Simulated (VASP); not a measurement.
Method: PBE GGA with D3 dispersion (zero damping), VASP's PBE PAW potentials (set 64) (plane waves; VASP 6.6.1).

The input files of a VASP run:

### INCAR
```
! general
SYSTEM  = InSb
PREC    = Accurate
ENCUT   = 520   ! plane-wave cut-off (eV)
LREAL   = .FALSE.
LASPH   = .TRUE.   ! aspherical one-centre terms

! electronic loop
EDIFF   = 1E-7   ! SCF stop (eV)
NELM    = 100
ALGO    = Normal   ! blocked Davidson
LMAXMIX = 4   ! l cut-off of mixed one-centre charges

! smearing
ISMEAR  = 1
SIGMA   = 0.1   ! width (eV)

! functional
GGA     = PE
IVDW    = 11   ! D3, zero damping

! ions
ISIF    = 2   ! forces and stress, cell fixed

! output
LWAVE   = .FALSE.
LCHARG  = .FALSE.
```

**KPOINTS**
```
Automatic mesh
0
Gamma
10 10 10
0 0 0
```

**POSCAR**
```
InSb
1
    0.0000000000     3.3517275083     3.3517275083
    3.3517275083     0.0000000000     3.3517275083
    3.3517275083     3.3517275083     0.0000000000
In Sb
1 1
Direct
  0.0000000000   1.0000000000   0.0000000000
  0.2500000000   0.2500000000   0.2500000000
```

POTCAR, in this order: In_d Sb (PBE.64 set). Program: vasp_std.

The run wrote:

### OUTCAR
```
 ion  position               nearest neighbor table
   1  0.000  0.000  0.000-   2 2.90   2 2.90   2 2.90   2 2.90
   2  0.250  0.250  0.250-   1 2.90   1 2.90   1 2.90   1 2.90
  LATTYP: Found a face centered cubic cell.
 ALAT       =     6.7034550166
 Subroutine PRICEL returns:
 Original cell was already a primitive cell.
 Subroutine GETGRP returns: Found 24 space group operations
The static configuration has the point symmetry T_d .
The dynamic configuration has the point symmetry T_d .
 Subroutine INISYM returns: Found 24 space group operations
 Subroutine IBZKPT returns following result:
 Found     47 irreducible k-points:

 Following reciprocal coordinates:
            Coordinates               Weight
  0.000000  0.000000  0.000000      1.000000
  0.100000  0.000000  0.000000      8.000000
  0.200000  0.000000  0.000000      8.000000
  0.300000  0.000000  0.000000      8.000000
  0.400000  0.000000  0.000000      8.000000
  0.500000  0.000000  0.000000      4.000000
  0.100000  0.100000  0.000000      6.000000
  0.200000  0.100000  0.000000     24.000000
  0.300000  0.100000  0.000000     24.000000
  0.400000  0.100000  0.000000     24.000000
  0.500000  0.100000  0.000000     24.000000
 -0.400000  0.100000  0.000000     24.000000
 -0.300000  0.100000  0.000000     24.000000
 -0.200000  0.100000  0.000000     24.000000
 -0.100000  0.100000  0.000000     12.000000
  0.200000  0.200000  0.000000      6.000000
  0.300000  0.200000  0.000000     24.000000
  0.400000  0.200000  0.000000     24.000000
  0.500000  0.200000  0.000000     24.000000
 -0.400000  0.200000  0.000000     24.000000
 -0.300000  0.200000  0.000000     24.000000
 -0.200000  0.200000  0.000000     12.000000
  0.300000  0.300000  0.000000      6.000000
  0.400000  0.300000  0.000000     24.000000
...
```

OSZICAR:
```
       N       E                     dE             d eps       ncg     rms          rms(c)
DAV:   1     0.111583468782E+03    0.11158E+03   -0.79150E+03  1227   0.132E+03
DAV:   2     0.705914328916E+00   -0.11088E+03   -0.10826E+03  1267   0.305E+02
DAV:   3    -0.681546499982E+01   -0.75214E+01   -0.74553E+01  1597   0.869E+01
DAV:   4    -0.702528318704E+01   -0.20982E+00   -0.20967E+00  1404   0.171E+01
DAV:   5    -0.703639424603E+01   -0.11111E-01   -0.11111E-01  1809   0.325E+00    0.353E+00
DAV:   6    -0.695092445581E+01    0.85470E-01   -0.17524E-01  1639   0.668E+00    0.205E+00
DAV:   7    -0.694243319580E+01    0.84913E-02   -0.64041E-02  1553   0.255E+00    0.593E-01
DAV:   8    -0.694367819045E+01   -0.12450E-02   -0.70629E-03  1515   0.109E+00    0.208E-01
DAV:   9    -0.694432437989E+01   -0.64619E-03   -0.87762E-04  1412   0.296E-01    0.680E-02
DAV:  10    -0.694440662947E+01   -0.82250E-04   -0.64778E-05  1478   0.588E-02    0.264E-02
DAV:  11    -0.694445567227E+01   -0.49043E-04   -0.87699E-05  1302   0.603E-02    0.176E-02
DAV:  12    -0.694445631363E+01   -0.64137E-06   -0.98847E-07  1489   0.834E-03    0.807E-03
DAV:  13    -0.694445746442E+01   -0.11508E-05   -0.20309E-06  1317   0.822E-03    0.415E-03
DAV:  14    -0.694445728913E+01    0.17529E-06   -0.78557E-08  1144   0.327E-03    0.122E-03
DAV:  15    -0.694445728105E+01    0.80809E-08   -0.19938E-08   706   0.149E-03
   1 F= -.73624341E+01 E0= -.73625153E+01  d E =0.243499E-03
```

File OUTCAR:
```
------------------------ aborting loop because EDIFF is reached ----------------------------------------
 Edisp (eV)   -0.41798
  FORCE on cell =-STRESS in cart. coord.  units (eV):
  Direction    XX          YY          ZZ          XY          YZ          ZX
  --------------------------------------------------------------------------------------
  Total      -0.97372    -0.97372    -0.97372     0.00000     0.00000     0.00000
  in kB     -20.71606   -20.71606   -20.71606     0.00000     0.00000     0.00000
  external pressure =      -20.72 kB  Pullay stress =        0.00 kB
  volume of cell :       75.31
      direct lattice vectors                 reciprocal lattice vectors
     0.000000000  3.351727508  3.351727508    -0.149176805  0.149176805  0.149176805
     3.351727508  0.000000000  3.351727508     0.149176805 -0.149176805  0.149176805
     3.351727508  3.351727508  0.000000000     0.149176805  0.149176805 -0.149176805
  FREE ENERGIE OF THE ION-ELECTRON SYSTEM (eV)
  ---------------------------------------------------
  free  energy   TOTEN  =        -7.3624341084 eV

  energy  without entropy=       -7.3626776070  energy(sigma->0) =       -7.36251527
```
(Selected blocks of OUTCAR.)

The compound is InSb in the zinc blende structure. This cell is one point of a volume scan, at 1.06 of the reference volume.
